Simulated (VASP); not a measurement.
# GaAs (relaxed from the NiAs type structure, space group P6_3/mmc): computed properties

The numbers are results of PBEsol GGA, VASP's PBE PAW potentials (set 64) (plane waves; VASP), not measurements.

| Item | Result |
|---|---|
| space group | P6_3/mmc (194) |
| cell | a = b = 3.703 Å, c = 6.333 Å, α = β = 90.00°, γ = 120.00° |
| volume per atom | 18.80 Å^3/atom |
| band gap (over mesh and band path) | none (metal, semimetal or under 0.01 eV) |
| density | 6.39 g/cm³ |

```
CELL_PARAMETERS angstrom
      3.70318     0.00000     0.00000
     -1.85159     3.20705     0.00000
      0.00000     0.00000     6.33302
ATOMIC_POSITIONS crystal
  Ga 0.00000 0.00000 0.00000
  Ga 0.00000 0.00000 0.50000
  As 0.33333 0.66667 0.25000
  As 0.66667 0.33333 0.75000
```

The structure was generated: GaAs was put into the NiAs type type (P6_3/mmc), which need not be its known phase. It was relaxed first, which changed the volume by +10 %. Symmetry was kept, so distortions that lower it aren't found.
